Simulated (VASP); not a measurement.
Set up this calculation in VASP 6.6.1, as the native input.

```yaml
Task: single point
Functional: LDA
Potentials_or_basis: VASP PAW LDA potentials, release 64 (Mg, S)
Cutoff: 520 eV
k_mesh: 8 × 8 × 8
Occupations: gaussian, width 0.02 eV
Spin: no spin polarisation
Dipole_correction: no
Further_INCAR_settings: ALGO = Normal; EDIFF = 1e-07; NBANDS = 11
```

The structure of MgS lies in POSCAR:

```
MgS
1.0
    0.0000000000      2.7969475118      2.7969475118
    2.7969475118      0.0000000000      2.7969475118
    2.7969475118      2.7969475118      0.0000000000
Mg S
1 1
Direct
    0.0000000000      0.0000000000      0.0000000000
    0.2500000000      0.2500000000      0.2500000000
```

The cell was built by a generator and needn't be a form met in nature.

These files were run (other wordings do the same):

INCAR

```
  PREC = Accurate
  ENCUT = 520
  EDIFF = 1E-7
  ISMEAR = 0
  SIGMA = 0.02
  LREAL = F
  LASPH = T
  NELM = 100
  ALGO = Normal
  ISIF = 2
  LWAVE = F
  LCHARG = F
  NBANDS = 11
```

KPOINTS

```
Automatic mesh
0
Gamma
  8 8 8
```

Potentials or basis: VASP PAW LDA potentials, release 64 (Mg, S).

The run is started by

```console
$ cat potpaw_LDA.64/Mg/POTCAR potpaw_LDA.64/S/POTCAR > POTCAR
$ mpirun -np 1 vasp_std > vasp.out
```

Results of the run:

```
Pressure               : -0.3 GPa
Band gap on the k mesh : 3.38 eV, direct
```

It took 7 s on 1 thread of AMD EPYC 9R45 96-Core Processor (Zen 5), with other jobs on the host, peak memory 0.12 GiB.
